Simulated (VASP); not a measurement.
Set up this calculation in VASP 6.6.1, as the native input.

- Task: relaxation of cell and atoms
- Functional: PBE
- Potentials or basis: VASP PAW PBE potentials, release 64 (Ba_sv, V_sv, Tl_d, O)
- Cutoff: 600 eV
- k mesh: 3 × 3 × 4
- Occupations: fermi-dirac, width 0.05 eV
- Spin: collinear spin, ferromagnetic start
- Starting moments: [0.0, 0.0, 2.0, 2.0, 2.0, 0.0, 0.0, 0.0, 0.0, 0.0, 0.0, 0.0, 0.0, 0.0, 0.0, 0.0, 0.0, 0.0, 0.0, 0.0, 0.0, 0.0] μB
- Further INCAR settings: ALGO = Normal; EDIFF = 1e-07; IBRION = 2; EDIFFG = -0.01; NSW = 40; ISIF = 3

The structure of Ba2Tl5V3O12 lies in POSCAR:

```
Ba2Tl5V3O12
1.0
    9.9366500000      0.0000000000      0.0000000000
    0.0000000000      9.9366500000      0.0000000000
    0.0000000000      0.0000000000      6.6555200000
Ba V Tl O
2 3 5 12
Direct
    0.0000000000      0.5000000000      0.0000000000
    0.5000000000      0.0000000000      0.0000000000
    0.5000000000      0.5000000000      0.0000000000
    0.5000000000      0.0000000000      0.5000000000
    0.0000000000      0.5000000000      0.5000000000
    0.0000000000      0.0000000000      0.5000000000
    0.6732100000      0.3267900000      0.4601400000
    0.3267900000      0.6732100000      0.4601400000
    0.6732100000      0.6732100000      0.5398600000
    0.3267900000      0.3267900000      0.5398600000
    0.3984800000      0.6015200000      0.1465200000
    0.6015200000      0.3984800000      0.1465200000
    0.6015200000      0.6015200000      0.8534800000
    0.3984800000      0.3984800000      0.8534800000
    0.5995900000      0.0907200000      0.3357900000
    0.4004100000      0.0907200000      0.6642100000
    0.5995900000      0.9092800000      0.6642100000
    0.4004100000      0.9092800000      0.3357900000
    0.0907200000      0.5995900000      0.3357900000
    0.0907200000      0.4004100000      0.6642100000
    0.9092800000      0.5995900000      0.6642100000
    0.9092800000      0.4004100000      0.3357900000
```

The cell was built by a generator and needn't be a form met in nature.

These files were run (other wordings do the same):

INCAR

```
SYSTEM = Ba2Tl5V3O12
PREC     = Accurate       ! precision mode
ENCUT    = 600            ! plane-wave cutoff, eV
EDIFF    = 1E-7           ! SCF threshold, eV
ISMEAR   = -1             ! smearing method
SIGMA    = 0.05           ! smearing width, eV
LREAL    = .FALSE.        ! projectors in reciprocal space
LASPH    = .TRUE.         ! aspherical terms in the spheres
NELM     = 120            ! most SCF steps
ALGO     = Normal         ! electronic algorithm
ISIF     = 3              ! what is computed and relaxed
LWAVE    = .FALSE.        ! write WAVECAR
LCHARG   = .FALSE.        ! write CHGCAR
ISPIN    = 2              ! spin polarisation
MAGMOM   = 0 0 2 2 2 0 0 0 0 0 0 0 0 0 0 0 0 0 0 0 0 0 ! initial moments
LORBIT   = 11             ! projections on sites
LMAXMIX  = 4              ! l up to which the mixer works
GGA      = PE             ! functional
IBRION   = 2              ! ionic algorithm
NSW      = 40             ! ionic steps
EDIFFG   = -0.01          ! ionic threshold
KPAR     = 4
```

KPOINTS

```
regular mesh
0
G
  3 3 4
  0 0 0
```

Potentials or basis: VASP PAW PBE potentials, release 64 (Ba_sv, V_sv, Tl_d, O).

Run with:

```bash
$ cat potpaw_PBE.64/Ba_sv/POTCAR potpaw_PBE.64/V_sv/POTCAR potpaw_PBE.64/Tl_d/POTCAR potpaw_PBE.64/O/POTCAR > POTCAR
$ mpirun -np 4 vasp_std > vasp.out
```

It gave:

```yaml
Relaxed_volume: 29.78 Å³/atom
Relaxed_cell: a = 9.885 Å, b = 9.885 Å, c = 6.704 Å, α = 90.00°, β = 90.00°, γ = 90.00°
Space_group_after_relaxing_to_0.05_Å: P-42m (No. 111)
Energy_gained_by_relaxing: 0.8 meV/atom
Ionic_steps: 16
Pressure_after_relaxing: 0.0 GPa
Largest_force_after_relaxing: 0.008 eV/Å
Band_gap_on_the_k_mesh: 0.52 eV, indirect (least direct gap 0.66 eV)
Net_moment: 0.00 μB per cell
Valence_electrons_inside_the_program's_atomic_spheres: Ba 7.89; V 12.04, 12.12; Tl 11.02, 11.15; O 4.97, 4.98
```

Caveat: spin-orbit coupling is left out, which as a rule narrows the gap of such compounds by several tenths of an eV; an odd mesh through Γ misses points on the zone boundary, where band edges often lie.

It took 91 min on 4 MPI ranks on AMD EPYC 9R45 96-Core Processor (Zen 5) (shared host), peak memory 1.9 GiB a rank.
